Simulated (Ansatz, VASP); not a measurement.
# Ta2Se in two plane-wave programs, part 2 of 2

One calculation is typed for both programs; each brings its own data sets. How far apart do they land? The cell is taken from a series of runs on this material, whose earlier steps may have relaxed, scaled, displaced or heated it; both programs get it as it stands.

VASP 6.6.1 and Ansatz 0.2.0.

So far: Starting point; VASP: relaxation of cell and atoms, PBEsol.

## (3) Ansatz: relaxation of cell and atoms, PBEsol

Level of this step: Ansatz beside VASP: Kohn-Sham DFT, plane waves, PBEsol (Ansatz).

Ansatz runs on its PAW soft_1 files.

The same cell, functional, mesh and smearing now go to Ansatz, which takes its cutoff from its data sets.

input.yaml

```yaml
crystal:
  lattice:
    - [3.3565203263, 0.0, 0.0]
    - [0.0, 3.3565203263, 0.0]
    - [0.0, 0.0, 9.8467844433]
  atoms:
    - { symbol: Ta, position: [0.5, 0.0, 0.758350087] }
    - { symbol: Ta, position: [0.0, 0.5, 0.241649913] }
    - { symbol: Ta, position: [0.5, 0.0, 0.0761908494] }
    - { symbol: Ta, position: [0.0, 0.5, 0.9238091506] }
    - { symbol: Se, position: [0.5, 0.0, 0.3639806075] }
    - { symbol: Se, position: [0.0, 0.5, 0.6360193925] }
kpoints:
  mp_grid: { grid: [8, 8, 3] }
hamiltonian:
  xc: pbesol
  pseudopotentials: { kind: paw, azcp: { folder: soft_1 }, xc_functional: pbe }
scf:
  occupations: { method: methfessel_paxton, width: 0.2 }
output:
  forces: true
  stress: true
  eigenvalues: true
relax:
  adjacent_minimum: "off"
  f_tol: 0.001
  max_steps: 60
  cell: { stress_tol: 0.01 }
```

Started as:

```bash
ansatz run input.yaml --threads 8 --pin off --max-ram 20480MiB --backend cpu --events-out ev --progress --plain --runs-dir out
```

Numbers of over 12 decimals in the logs are rounded to 6 here.

What it wrote:

```text
Engine: ansatz 0.2.0, aarch64-unknown-linux-gnu
Pseudopotentials: kind: paw
Pseudopotential: Ta, paw, valence charge 13, recommended cutoff 420 eV (normal), soft_1/Ta.paw.azcp
Pseudopotential: Se, paw, valence charge 16, recommended cutoff 420 eV (normal), soft_1/Se.paw.azcp
Functional definition: PBEsol
  exchange = pbesol_x
  correlation = pbesol_c
Crystal: 6 atoms, lattice volume = 110.936 Å³
Basis set: ecut = 420 eV, 2169 PW (Γ), exchange–correlation on 48×48×144 points (8 copies of the dense FFT grid, shifted against one another)
Bands: 51, of which v1, the nominal top of the filled ones, is band 42 counted from 1 (41 counted from 0)
Symmetry: 16 space group operations
Space group: P4/nmm (ITA 129), of the structure as read, at distance tolerance 4.8e-5 Å
k-points: 30 of 192
Non-local potential: Ta, projectors of the file, l = 0: 3, l = 1: 2, l = 2: 2, l = 3: 1
Non-local potential: Se, projectors of the file, l = 0: 2, l = 1: 2, l = 2: 3, l = 3: 1
PAW form: soft (Blöchl's): semilocal exchange-correlation on the pseudo side does not see the compensation charge
PAW frozen core: Ta, regenerated for the run's functional, and the local potential with it (the file was generated under x = pbe(κ = 0.804, μ = 0.219515), c = pbe(β = 0.066725))
PAW frozen core: Se, regenerated for the run's functional, and the local potential with it (the file was generated under x = pbe(κ = 0.804, μ = 0.219515), c = pbe(β = 0.066725))
PAW one-centre angular grid: Ta, 590 points (default); XC on 64 Gauss nodes
PAW one-centre angular grid: Se, 590 points (default); XC on 64 Gauss nodes
Initial density: superposition of atomic densities (chi_scale 0.1, normalization cell, long waves of neutral atoms (reshape's long-wave potential 2.64 eV rms, cloud 2.90 Å wide))
Initial wavefunctions: pseudopotential atomic-orbital guess
Functional: x = pbesol(κ = 0.804, μ = 0.123457), c = pbesol(β = 0.046)
SCF iter   1: F=—  HF=-50109.631464 eV  |F-HF|=—  |Δ(HF+E_count)|=         —  Δρ=1.61e-1  dr2=3.98e2  ethr=3.10e-3  ⟨swp⟩=6.0  Hψ=5861  notcnv=0
preconditioner: auto → Kerker (q_TF=auto, 2.605 Å⁻¹)  [metal: Δε(μ)=0.017 eV  Ē_g=6.314 eV  σ=0.200 eV  W_gap=0.07  n_scr=28 (ndim 8)  ℏωp=19.9 eV  f_vac=0.000  D(μ)=3.79/eV (n_scr^D=26)]
SCF iter   2: F=—  HF=-50094.982921 eV  |F-HF|=—  |Δ(HF+E_count)|=    1.46e1  S|Δr|=    0.00e0  Δρ=9.65e-2  dr2=1.67e2  ethr=3.10e-3  ⟨swp⟩=3.2  Hψ=3288  notcnv=0  defer=42
SCF iter   3: F=—  HF=-50083.138817 eV  |F-HF|=—  |Δ(HF+E_count)|=    1.18e1  S|Δr|=    0.00e0  Δρ=3.79e-2  dr2=2.26e1  ethr=3.10e-3  ⟨swp⟩=3.9  Hψ=3615  notcnv=0  defer=48
SCF iter   4: F=—  HF=-50081.385922 eV  |F-HF|=—  |Δ(HF+E_count)|=    1.75e0  S|Δr|=    0.00e0  Δρ=2.27e-2  dr2=3.35e0  ethr=3.10e-3  ⟨swp⟩=3.4  Hψ=3276  notcnv=0  defer=70
SCF iter   5: F=—  HF=-50081.028590 eV  |F-HF|=—  |Δ(HF+E_count)|=   3.57e-1  S|Δr|=    0.00e0  Δρ=1.00e-2  dr2=6.21e-1  ethr=3.10e-3  ⟨swp⟩=3.7  Hψ=2392  notcnv=0  defer=61
SCF iter   6: F=—  HF=-50080.974194 eV  |F-HF|=—  |Δ(HF+E_count)|=   5.44e-2  S|Δr|=    0.00e0  Δρ=3.06e-3  dr2=2.36e-2  ethr=7.39e-4  ⟨swp⟩=2.0  Hψ=1837  notcnv=0  defer=61
SCF iter   7: F=—  HF=-50080.971553 eV  |F-HF|=—  |Δ(HF+E_count)|=   2.64e-3  S|Δr|=    0.00e0  Δρ=1.45e-3  dr2=1.02e-2  ethr=2.81e-5  ⟨swp⟩=2.0  Hψ=2022  notcnv=0  defer=61
SCF iter   8: F=—  HF=-50080.970815 eV  |F-HF|=—  |Δ(HF+E_count)|=   7.38e-4  S|Δr|=    0.00e0  Δρ=5.78e-4  dr2=2.28e-3  ethr=1.21e-5  ⟨swp⟩=1.6  Hψ=1545  notcnv=0  defer=61
SCF iter   9: F=—  HF=-50080.970615 eV  |F-HF|=—  |Δ(HF+E_count)|=   2.00e-4  S|Δr|=    0.00e0  Δρ=8.58e-5  dr2=3.29e-5  ethr=2.71e-6  ⟨swp⟩=1.9  Hψ=1602  notcnv=0  defer=61
SCF iter  10: F=—  HF=-50080.970614 eV  |F-HF|=—  |Δ(HF+E_count)|=   1.74e-6  S|Δr|=    0.00e0  Δρ=1.76e-5  dr2=3.12e-7  ethr=3.92e-8  ⟨swp⟩=2.0  Hψ=1950  notcnv=0  defer=61
SCF iter  11: F=-50080.970614 eV  HF=-50080.970614 eV  |F-HF|=8.13e-9  |Δ(HF+E_count)|=   1.28e-8  S|Δr|=    0.00e0  Δρ=5.09e-6  dr2=2.77e-8  ethr=1.19e-10  ⟨swp⟩=12.9  Hψ=8326  notcnv=0
SCF 1 converged in 11 iterations: F = -50080.970614 eV  dr2 = 2.77e-8
  greatest PAW one-centre occupation: 1.000 electrons in one spin orbital (limit 2), on the Se atom at site 5 (counted from 0), in its partial waves of l = 2
relax step   1: F+E_penalty+E_count = -50080.97061356 eV  Δ(F+E_penalty+E_count) = +0.000e0 eV  max|allowed force component| = 2.014e-2 eV/Å  Δτ_max = 0.0000 Å  P = -0.019 GPa  Ω = 110.936 Å³  (11 SCF iters, dr2 threshold 1.00e-7 eV, accepted)
[...]
relax step   5: F+E_penalty+E_count = -50080.97072165 eV  Δ(F+E_penalty+E_count) = -2.907e-5 eV  max|allowed force component| = 8.691e-4 eV/Å  Δτ_max = 0.0029 Å  P = -0.006 GPa  Ω = 110.802 Å³  energy of the carried Pulay correction = +2.480e-5 eV  (10 SCF iters, accepted)
[...]
relax step   6: F+E_penalty+E_count = -50080.97072349 eV  Δ(F+E_penalty+E_count) = -1.845e-6 eV  max|allowed force component| = 4.071e-4 eV/Å  Δτ_max = 0.0002 Å  P = +0.001 GPa  Ω = 110.794 Å³  energy of the carried Pulay correction = +2.637e-5 eV  (6 SCF iters, dr2 threshold 2.57e-10 eV, accepted)
[...]
relax step   7: F+E_penalty+E_count = -50080.97069122 eV  Δ(F+E_penalty+E_count) = +3.227e-5 eV  max|allowed force component| = 4.055e-4 eV/Å  Δτ_max = 0.0000 Å  P = +0.001 GPa  Ω = 110.794 Å³  stress off target by 3.72e-3 GPa  SCF on the basis re-selected at this cell (its energy is not comparable with the rows above)  (5 SCF iters)
basis re-selected at this cell: Δ(F+E_penalty+E_count) = +3.227e-5 eV, ΔP = +0.000 GPa vs the last step (what re-selecting the basis moved, of the pressure what is left beyond the Pulay correction that the steps carried, after the strain that the cell walked since its last selection, with what the two solves' SCF thresholds leave and, on support functions, any second-order correction that the steps lacked; it is no m [...]
SCF converged after 5 iterations
Stability not checked: this state was not tested for a lower state beside it, because cold or Methfessel-Paxton smearing, or corrected tetrahedra, fill the levels in a way that the test cannot read (fill_not_monotonic; see scf.lower_state_search)
Free energy (F): -50080.970691 eV
Harris-Foulkes:  -50080.970691 eV  (|F-HF|=2.91e-11)
Internal energy: -50080.974474 eV  (E = F + TS)
E sigma→0 (E₀):  -50080.971637 eV
Entropy (-TS):   0.003783 eV (0.631 meV/atom)
Fermi energy:    16.747539 eV
--- Per-component energies (eV) ---
  E_band       = -1097.800246
  E_kinetic    = 1801.663988
  E_local      = -7142.915553  (includes V_loc(G=0)·N_el)
  E_nonlocal   = -739.915895
  E_hartree    = 3450.786763
  E_xc         = -1447.731408
  E_vxc        = -1119.040572  (∫ρ·V_xc dr)
  E_paw        = -36898.355188  (= ΣΔE_a)
  E_vpaw       = -799.165353  (= ΣTr[D̂ρ^β])
  E_aug_tail   = -0.000342  (compensation charges beyond the density's cutoff)
  E_ewald      = -9107.378595
  E_core_change = 2.871755  (= ΣΔE_core)
  E_smearing   = 0.003783  (= −TS)
  E_closure    = 0.000000  (closes the sum)
  Σ components = -50080.970691   (vs F -50080.970691, Δ=0.00e0)
--- Forces (eV/Å), atoms counted from 1 ---
  atom   1  Ta    -0.00000000    -0.00000000     0.00040546
  atom   2  Ta     0.00000000     0.00000000    -0.00040546
  atom   3  Ta    -0.00000000    -0.00000000    -0.00037897
  atom   4  Ta     0.00000000     0.00000000     0.00037897
  atom   5  Se     0.00000000     0.00000000    -0.00003484
  atom   6  Se    -0.00000000    -0.00000000     0.00003484
  max |Σ_I F_I| component: 1.02e-19 eV/Å
--- Stress (GPa, compression-positive) ---
        0.003724      -0.000000      -0.000000
       -0.000000       0.003724       0.000000
       -0.000000       0.000000      -0.003149
  P = ⅓ Tr σ = 0.0014 GPa (0.014 kbar)
--- Band table (eV; the first three rows and the last of 30) ---
  k-point 0: bands = [... 38 lower, 15.4329, 16.5519, 16.9161, 16.9161, 17.1114, 17.1114, 17.4261, 18.0696, ... 5 higher]
  k-point 1: bands = [... 38 lower, 15.4643, 16.5531, 16.9150, 16.9150, 17.0977, 17.0977, 17.4230, 17.7174, ... 5 higher]
  k-point 2: bands = [... 38 lower, 15.6717, 16.3037, 16.3811, 16.6814, 16.8574, 17.0761, 17.4179, 18.3012, ... 5 higher]
  k-point 29: bands = [... 38 lower, 14.8195, 14.8195, 16.3943, 16.3943, 17.6149, 17.6149, 19.5795, 19.5795, ... 5 higher]
--- Relaxed structure (6 steps of the walk, 4 accepted, 1 SCFs on fresh bases) ---
  F+E_penalty+E_count = -50080.97069122 eV   max|allowed force component| = 4.055e-4 eV/Å   (the final SCF, on the basis selected at the relaxed cell)
  cell:  # Å, volume = 110.7936 Å³
    - [3.357000, 0, 0]
    - [0, 3.357000, 0]
    - [0, 0, 9.831327]
  atoms:
    - { symbol: Ta, position: [0.5, 0.0, 0.757860] }
    - { symbol: Ta, position: [0, 0.5, 0.242140] }
    - { symbol: Ta, position: [0.5, 0.0, 0.076284] }
    - { symbol: Ta, position: [0, 0.5, 0.923716] }
    - { symbol: Se, position: [0.5, 0, 0.364330] }
    - { symbol: Se, position: [0, 0.5, 0.635670] }
```

## (4) Differences

Known differences besides the potentials themselves: the data sets hold 84 valence electrons in Ansatz (on its PAW soft_1 files) and 56 in VASP; the cutoff is 420 eV in Ansatz and 500 eV in VASP; Ansatz makes its cores anew for this functional, VASP keeps those of its PBE data sets; Ansatz adds a Pulay correction to the stress that steers its cell, VASP none. Total energies have different zeros and are not compared.

The two programs side by side:

```
                                         quantity  Ansatz    VASP  difference
                                      volume (Å³)  110.79  111.09     -0.27 %
edge a after relaxation, in the typed setting (Å)   3.357   3.359     -0.05 %
edge c after relaxation, in the typed setting (Å)   9.831   9.848     -0.17 %
```

## (5) Summary of results

- difference in volume (relaxation of cell and atoms, PBEsol): -0.27 %

**Reading.** The difference in volume is -0.27 % (relaxation of cell and atoms, PBEsol), within the 1.2 % picked in this series as the mark of a large difference, as far as the stopping tolerances let one tell. The data sets hold unlike numbers of valence electrons (84 in Ansatz and 56 in VASP), so part of the differences comes from the potentials. How closely two codes agree says nothing of how well the functional describes the real material.

[Lines on the potential files, build, host, timing and source positions are cut from VASP's logs without a mark.]

[Logs are printed without paths, hosts, clocks, repeated set-up lines and the standing remarks that a program may print on its own settings, such as how far it seeks lower states.]

[Hosts, paths, dates, database ids (printed as entryN), source tags and the programs' standing remarks are cut or masked in the printed files.]
